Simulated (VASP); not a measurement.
Output of a VASP run:

**OUTCAR**
```
 ion  position               nearest neighbor table
   1  0.000  0.500  0.500-   2 2.66   3 2.66   4 2.66   2 2.66   4 2.66   3 2.66   4 2.66   4 2.66
                             2 2.66   3 2.66   2 2.66   3 2.66
   2  0.500  0.500  0.000-   1 2.66   3 2.66   4 2.66   1 2.66   3 2.66   3 2.66   4 2.66   3 2.66
                             1 2.66   4 2.66   1 2.66   4 2.66
   3  0.500  0.000  0.500-   1 2.66   2 2.66   4 2.66   2 2.66   4 2.66   1 2.66   2 2.66   2 2.66
                             1 2.66   4 2.66   4 2.66   1 2.66
   4  0.000  0.000  0.000-   1 2.66   2 2.66   3 2.66   1 2.66   3 2.66   1 2.66   2 2.66   1 2.66
                             2 2.66   3 2.66   3 2.66   2 2.66
  LATTYP: Found a simple cubic cell.
 ALAT       =     3.7588700000
 Subroutine PRICEL returns:
 Original cell was already a primitive cell.
 Subroutine GETGRP returns: Found 48 space group operations
The static configuration has the point symmetry O_h .
The dynamic configuration has the point symmetry O_h .
 Subroutine INISYM returns: Found 48 space group operations
 Subroutine IBZKPT returns following result:
 Found     20 irreducible k-points:

 Following reciprocal coordinates:
            Coordinates               Weight
  0.000000  0.000000  0.000000      1.000000
  0.142857  0.000000  0.000000      6.000000
  0.285714  0.000000  0.000000      6.000000
  0.428571  0.000000  0.000000      6.000000
  0.142857  0.142857  0.000000     12.000000
  0.285714  0.142857  0.000000     24.000000
  0.428571  0.142857  0.000000     24.000000
  0.285714  0.285714  0.000000     12.000000
  0.428571  0.285714  0.000000     24.000000
  0.428571  0.428571  0.000000     12.000000
  0.142857  0.142857  0.142857      8.000000
  0.285714  0.142857  0.142857     24.000000
  0.428571  0.142857  0.142857     24.000000
  0.285714  0.285714  0.142857     24.000000
  0.428571  0.285714  0.142857     48.000000
  0.428571  0.428571  0.142857     24.000000
  0.285714  0.285714  0.285714      8.000000
  0.428571  0.285714  0.285714     24.000000
  0.428571  0.428571  0.285714     24.000000
  0.428571  0.428571  0.428571      8.000000
 Subroutine IBZKPT_HF returns following result:
   k-points           NKPTS =     20   k-points in BZ     NKDIM =     20   number of bands    NBANDS=     25
   number of dos      NEDOS =    301   number of ions     NIONS =      4
   total plane-waves  NPLWV =  21952
   dimension x,y,z NGX =    28 NGY =   28 NGZ =   28
   dimension x,y,z NGXF=    56 NGYF=   56 NGZF=   56
   ions per type =               3   1
   PREC   = accura    normal or accurate (medium, high low for compatibility)
   ISTART =      0    job   : 0-new  1-cont  2-samecut
   ICHARG =      2    charge: 1-file 2-atom 10-const
   ISPIN  =      1    spin polarized calculation?
   LNONCOLLINEAR =      F non collinear calculations
   LSORBIT =      F    spin-orbit coupling
   INIWAV =      1    electr: 0-lowe 1-rand  2-diag
   ENCUT  =  400.0 eV  29.40 Ry    5.42 a.u.   6.13  6.13  6.13*2*pi/ulx,y,z
   NELM   =    100;   NELMIN=  2; NELMDL= -5     # of ELM steps
   EDIFF  = 0.1E-07   stopping-criterion for ELM
   LREAL  =      F    real-space projection
   NLSPLINE    = F    spline interpolate recip. space projectors
   LMAXMIX     =    4 max onsite mixed and CHGCAR
   VOSKOWN=      0    Vosko Wilk Nusair interpolation
   EDIFFG = 0.1E-06   stopping-criterion for IOM
   NSW    =      1    number of steps for IOM
   NBLOCK =      1;   KBLOCK =      1    inner block; outer block
   IBRION =      8    ionic relax: 0-MD 1-quasi-New 2-CG
   NFREE  =      0    steps in history (QN), initial steepest desc. (CG)
   ISIF   =      2    stress and relaxation
   ISYM   =      2    0-nonsym 1-usesym 2-fastsym
   TEIN   =    0.0    initial temperature
   TEBEG  =    0.0;   TEEND  =   0.0 temperature during run
   SMASS  =  -3.00    Nose mass-parameter (am)
   PSTRESS=    0.0 pullay stress
   NELECT =      42.0000    total number of electrons
   EFERMI =   0.00;   METHOD = LEGACY
   ISMEAR =     0;   SIGMA  =   0.10  broadening in eV -4-tet -1-fermi 0-gaus
   IALGO  =     38    algorithm
   LDIAG  =      T    sub-space diagonalisation (order eigenvalues)
   IMIX   =      4    mixing-type and parameters
...
```

### OSZICAR
```
...
RMM:  48    -0.100034817507E+01    0.10567E-07    0.41526E-07  4311   0.145E-04    0.143E-06
RMM:  49    -0.100034818533E+01   -0.10262E-07    0.40617E-07  4333   0.145E-04    0.351E-06
RMM:  50    -0.100034817524E+01    0.10088E-07    0.41113E-07  4281   0.145E-04    0.156E-06
RMM:  51    -0.100034818520E+01   -0.99617E-08    0.40303E-07  4356   0.145E-04    0.327E-06
RMM:  52    -0.100034817496E+01    0.10246E-07    0.41329E-07  4251   0.145E-04    0.166E-06
RMM:  53    -0.100034818499E+01   -0.10035E-07    0.39943E-07  4337   0.145E-04    0.304E-06
RMM:  54    -0.100034817500E+01    0.99940E-08    0.40899E-07  4239   0.145E-04    0.180E-06
RMM:  55    -0.100034818493E+01   -0.99327E-08    0.39673E-07  4268   0.145E-04    0.284E-06
RMM:  56    -0.100034817515E+01    0.97774E-08    0.41203E-07  4219   0.145E-04    0.188E-06
RMM:  57    -0.100034818470E+01   -0.95442E-08    0.39233E-07  4275   0.145E-04    0.265E-06
RMM:  58    -0.100034817460E+01    0.10098E-07    0.40573E-07  4342   0.145E-04    0.202E-06
RMM:  59    -0.100034818430E+01   -0.97024E-08    0.39029E-07  4141   0.145E-04    0.247E-06
RMM:  60    -0.100034817495E+01    0.93557E-08    0.40832E-07  4193   0.145E-04    0.206E-06
RMM:  61    -0.100034818439E+01   -0.94401E-08    0.38721E-07  4128   0.145E-04    0.231E-06
 Linear response progress:
  Degree of freedom:   3/  3
       N       E                     dE             d eps       ncg     rms          rms(c)
RMM:   1    -0.185296515764E+00   -0.18530E+00    0.92961E+00  2562   0.211E+01
RMM:   2    -0.193547371897E+00   -0.82509E-02   -0.24921E-02  3726   0.620E-01    0.583E-02
RMM:   3    -0.193858324287E+00   -0.31095E-03   -0.45918E-03  3662   0.289E-01    0.269E-02
RMM:   4    -0.193961667444E+00   -0.10334E-03   -0.64561E-04  3819   0.102E-01    0.118E-02
RMM:   5    -0.194048146564E+00   -0.86479E-04   -0.25441E-04  3880   0.589E-02    0.325E-03
RMM:   6    -0.194061182317E+00   -0.13036E-04   -0.17704E-04  3948   0.364E-02    0.392E-03
RMM:   7    -0.194066068804E+00   -0.48865E-05   -0.14760E-04  4006   0.288E-02    0.127E-03
RMM:   8    -0.194088736696E+00   -0.22668E-04   -0.12630E-04  4240   0.250E-02    0.413E-04
RMM:   9    -0.194088349733E+00    0.38696E-06   -0.10506E-04  3996   0.229E-02    0.287E-04
RMM:  10    -0.194092015656E+00   -0.36659E-05   -0.99039E-05  4250   0.211E-02    0.171E-04
RMM:  11    -0.194094972820E+00   -0.29572E-05   -0.95763E-05  4410   0.201E-02    0.153E-04
RMM:  12    -0.194098323078E+00   -0.33503E-05   -0.92100E-05  4017   0.193E-02    0.128E-04
RMM:  13    -0.194100542323E+00   -0.22192E-05   -0.83315E-05  4743   0.184E-02    0.205E-04
RMM:  14    -0.194103187092E+00   -0.26448E-05   -0.74100E-05  4008   0.174E-02    0.264E-04
RMM:  15    -0.194105458171E+00   -0.22711E-05   -0.55289E-05  4092   0.164E-02    0.331E-04
RMM:  16    -0.194106787874E+00   -0.13297E-05   -0.64348E-05  4403   0.157E-02    0.385E-04
RMM:  17    -0.194107640394E+00   -0.85252E-06   -0.51077E-05  3956   0.150E-02    0.448E-04
RMM:  18    -0.194108466480E+00   -0.82609E-06   -0.58264E-05  3952   0.143E-02    0.498E-04
RMM:  19    -0.194109045202E+00   -0.57872E-06   -0.51916E-05  4326   0.138E-02    0.541E-04
RMM:  20    -0.194109877095E+00   -0.83189E-06   -0.56704E-05  4634   0.134E-02    0.563E-04
RMM:  21    -0.194110244979E+00   -0.36788E-06   -0.53431E-05  3796   0.130E-02    0.603E-04
RMM:  22    -0.194110446803E+00   -0.20182E-06   -0.56087E-05  4725   0.127E-02    0.649E-04
 Linear response finished
```

File OUTCAR:
```
------------------------ aborting loop because EDIFF is reached ----------------------------------------

   1 f  =   16.284403 THz   102.317923 2PiTHz  543.189223 cm-1    67.346850 meV
             X         Y         Z           dx          dy          dz
      0.000000  1.879435  1.879435    -0.000012    0.130073   -0.000000
      1.879435  1.879435  0.000000     0.000875    0.130073   -0.000000
      1.879435  0.000000  1.879435     0.000875   -0.001736    0.000000
      0.000000  0.000000  0.000000    -0.006613   -0.982911    0.000000

   2 f  =   16.284403 THz   102.317923 2PiTHz  543.189223 cm-1    67.346850 meV
             X         Y         Z           dx          dy          dz
      0.000000  1.879435  1.879435     0.001736    0.000875    0.000000
      1.879435  1.879435  0.000000    -0.130073    0.000875    0.000000
      1.879435  0.000000  1.879435    -0.130073   -0.000012   -0.000000
      0.000000  0.000000  0.000000     0.982911   -0.006613    0.000000

   3 f  =   16.284403 THz   102.317923 2PiTHz  543.189223 cm-1    67.346850 meV
             X         Y         Z           dx          dy          dz
      0.000000  1.879435  1.879435     0.000000   -0.000000   -0.130076
      1.879435  1.879435  0.000000    -0.000000   -0.000000    0.001736
      1.879435  0.000000  1.879435    -0.000000    0.000000   -0.130076
      0.000000  0.000000  0.000000     0.000000    0.000000    0.982933

   4 f  =    3.715301 THz    23.343924 2PiTHz  123.929097 cm-1    15.365243 meV
             X         Y         Z           dx          dy          dz
      0.000000  1.879435  1.879435    -0.740946   -0.169145   -0.001187
      1.879435  1.879435  0.000000     0.362395   -0.169145    0.002427
      1.879435  0.000000  1.879435     0.362395    0.345831   -0.001187
      0.000000  0.000000  0.000000     0.097223   -0.045378   -0.000318

   5 f  =    3.715301 THz    23.343924 2PiTHz  123.929097 cm-1    15.365243 meV
             X         Y         Z           dx          dy          dz
      0.000000  1.879435  1.879435     0.344978   -0.361285   -0.030753
      1.879435  1.879435  0.000000    -0.168728   -0.361285    0.062878
      1.879435  0.000000  1.879435    -0.168728    0.738676   -0.030753
      0.000000  0.000000  0.000000    -0.045266   -0.096926   -0.008251

   6 f  =    3.715301 THz    23.343924 2PiTHz  123.929097 cm-1    15.365243 meV
             X         Y         Z           dx          dy          dz
      0.000000  1.879435  1.879435    -0.024401    0.028368   -0.398741
      1.879435  1.879435  0.000000     0.011934    0.028368    0.815258
      1.879435  0.000000  1.879435     0.011934   -0.058001   -0.398741
      0.000000  0.000000  0.000000     0.003202    0.007611   -0.106974

   7 f  =    2.437385 THz    15.314541 2PiTHz   81.302411 cm-1    10.080210 meV
             X         Y         Z           dx          dy          dz
      0.000000  1.879435  1.879435     0.000000    0.007178   -0.706700
      1.879435  1.879435  0.000000    -0.022873   -0.007178    0.000000
      1.879435  0.000000  1.879435     0.022873   -0.000000    0.706700
      0.000000  0.000000  0.000000    -0.000000    0.000000   -0.000000

   8 f  =    2.437385 THz    15.314541 2PiTHz   81.302411 cm-1    10.080210 meV
             X         Y         Z           dx          dy          dz
      0.000000  1.879435  1.879435    -0.000000   -0.058942    0.022197
      1.879435  1.879435  0.000000    -0.704296    0.058942   -0.000000
      1.879435  0.000000  1.879435     0.704296   -0.000000   -0.022197
      0.000000  0.000000  0.000000    -0.000000   -0.000000    0.000000

   9 f  =    2.437385 THz    15.314541 2PiTHz   81.302411 cm-1    10.080210 meV
             X         Y         Z           dx          dy          dz
      0.000000  1.879435  1.879435     0.000000   -0.704609   -0.009056
      1.879435  1.879435  0.000000     0.058682    0.704609    0.000000
      1.879435  0.000000  1.879435    -0.058682   -0.000000    0.009056
      0.000000  0.000000  0.000000     0.000000    0.000000   -0.000000

  10 f/i=    0.037919 THz     0.238251 2PiTHz    1.264836 cm-1     0.156820 meV
             X         Y         Z           dx          dy          dz
      0.000000  1.879435  1.879435     0.093000   -0.502184    0.250034
      1.879435  1.879435  0.000000     0.091835   -0.502184    0.253206
      1.879435  0.000000  1.879435     0.091835   -0.508556    0.250034
...
```
(Selected blocks of OUTCAR.)

### POSCAR
```
LiTc3
1
    3.7588700000     0.0000000000     0.0000000000
    0.0000000000     3.7588700000     0.0000000000
    0.0000000000     0.0000000000     3.7588700000
Tc Li
3 1
Direct
  0.0000000000   0.5000000000   0.5000000000
  0.5000000000   0.5000000000   0.0000000000
  0.5000000000   0.0000000000   0.5000000000
  0.0000000000   0.0000000000   0.0000000000
```

### Question
Reconstruct the remaining input files.

### Answer
This is not unique; one that fits is the input of the run itself, PBE GGA, plane waves, VASP's PBE PAW potentials (set 64).

### INCAR
```
! general
SYSTEM   = LiTc3
PREC     = Accurate
ENCUT    = 400
LREAL    = .FALSE.
LASPH    = .TRUE.

! electronic loop
EDIFF    = 1E-8
NELM     = 100
ALGO     = Normal
LMAXMIX  = 4

! smearing
ISMEAR   = 0
SIGMA    = 0.1

! functional
GGA      = PE

! ions
IBRION   = 8
NSW      = 1
ISIF     = 2

! output
LWAVE    = .FALSE.
LCHARG   = .FALSE.

! other
LEPSILON = .FALSE.
```

### KPOINTS
```
kpoints
0
gamma
7 7 7
```

POTCAR, in this order: Tc_pv Li_sv (PBE.64 set). Program: vasp_std.

At this cut-off the stress carries a Pulay error, which pulls relaxed volumes low.

The structure was generated: LiTc3 was put into an ordered model structure, which need not be its known phase. The cell was not relaxed at this level. The run is one of a series of settings (EDIFF = 1E-8, IBRION = 8, LEPSILON = .FALSE., NSW = 1 against the base run), some of them coarse on purpose.
